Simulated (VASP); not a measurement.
These are PW91 GGA, VASP's PBE PAW potentials (set 64) (plane waves; VASP) values and carry that method's errors.

A VASP calculation is set up with these files.

**KPOINTS**
```
Automatic mesh
0
Gamma
  9 9 9
```

**INCAR**
```
SYSTEM = NaCl
PREC = Accurate
ENCUT = 520
EDIFF = 1E-7
NELM = 100
ALGO = Normal
LREAL = .FALSE.
LASPH = .TRUE.
ISMEAR = -5
GGA = 91
LWAVE = .FALSE.
LCHARG = .TRUE.
LORBIT = 11
NEDOS = 601
ISIF = 2
```

File POSCAR:
```
NaCl
1
    0.0000000000     2.8430778326     2.8430778326
    2.8430778326     0.0000000000     2.8430778326
    2.8430778326     2.8430778326     0.0000000000
Na Cl
1 1
Direct
  0.0000000000   0.0000000000   0.0000000000
  0.5000000000   0.5000000000   0.5000000000
```

POTCAR, in this order: Na_pv Cl (PBE.64 set). Program: vasp_std.

The run wrote:

File OSZICAR:
```
       N       E                     dE             d eps       ncg     rms          rms(c)
DAV:   1     0.953467172892E+02    0.95347E+02   -0.74661E+03   773   0.128E+03
DAV:   2     0.151310191285E+01   -0.93834E+02   -0.87896E+02   917   0.278E+02
DAV:   3    -0.684972870620E+01   -0.83628E+01   -0.82956E+01   929   0.822E+01
DAV:   4    -0.703593368651E+01   -0.18620E+00   -0.18604E+00   883   0.135E+01
DAV:   5    -0.704014931619E+01   -0.42156E-02   -0.42154E-02  1012   0.201E+00    0.209E+00
DAV:   6    -0.683975485202E+01    0.20039E+00   -0.40786E-01   881   0.406E+00    0.153E+00
DAV:   7    -0.682754437643E+01    0.12210E-01   -0.89613E-02   912   0.198E+00    0.104E+00
DAV:   8    -0.683320578053E+01   -0.56614E-02   -0.93326E-03   803   0.106E+00    0.237E-01
DAV:   9    -0.683314879783E+01    0.56983E-04   -0.20202E-04   938   0.138E-01    0.131E-01
DAV:  10    -0.683328393124E+01   -0.13513E-03   -0.30331E-04   803   0.158E-01    0.456E-02
DAV:  11    -0.683327679805E+01    0.71332E-05   -0.20213E-05   911   0.450E-02    0.775E-03
DAV:  12    -0.683327720651E+01   -0.40846E-06   -0.13517E-06   824   0.128E-02    0.117E-03
DAV:  13    -0.683327753977E+01   -0.33326E-06   -0.22495E-07   827   0.356E-03    0.241E-03
DAV:  14    -0.683327740072E+01    0.13905E-06   -0.42255E-08   499   0.125E-03    0.275E-04
DAV:  15    -0.683327739965E+01    0.10691E-08   -0.21730E-09   421   0.540E-04
   1 F= -.68332774E+01 E0= -.68332774E+01  d E =0.000000E+00
```

OUTCAR:
```
------------------------ aborting loop because EDIFF is reached ----------------------------------------
  FORCE on cell =-STRESS in cart. coord.  units (eV):
  Direction    XX          YY          ZZ          XY          YZ          ZX
  --------------------------------------------------------------------------------------
  Total        0.0194942      0.0194942      0.0194942     -0.0000000     -0.0000000      0.0000000
  in kB        0.6795485      0.6795485      0.6795485     -0.0000000     -0.0000000      0.0000000
  external PRESSURE =       0.6795485 kB  Pullay stress =       0.0000000 kB
  volume of cell :       45.96
      direct lattice vectors                 reciprocal lattice vectors
     0.000000000  2.843077833  2.843077833    -0.175865745  0.175865745  0.175865745
     2.843077833  0.000000000  2.843077833     0.175865745 -0.175865745  0.175865745
     2.843077833  2.843077833  0.000000000     0.175865745  0.175865745 -0.175865745
  FREE ENERGIE OF THE ION-ELECTRON SYSTEM (eV)
  ---------------------------------------------------
  free  energy   TOTEN  =        -6.8332773996 eV

  energy  without entropy=       -6.8332773996  energy(sigma->0) =       -6.83327740

 total charge

# of ion       s       p       d       tot
------------------------------------------
    1        0.040   5.977   0.000   6.017
    2        1.590   3.579   0.000   5.168
--------------------------------------------------
tot          1.630   9.556   0.000  11.186
```
(Selected blocks of OUTCAR.)

The compound is NaCl in the rock salt structure. It was relaxed first.
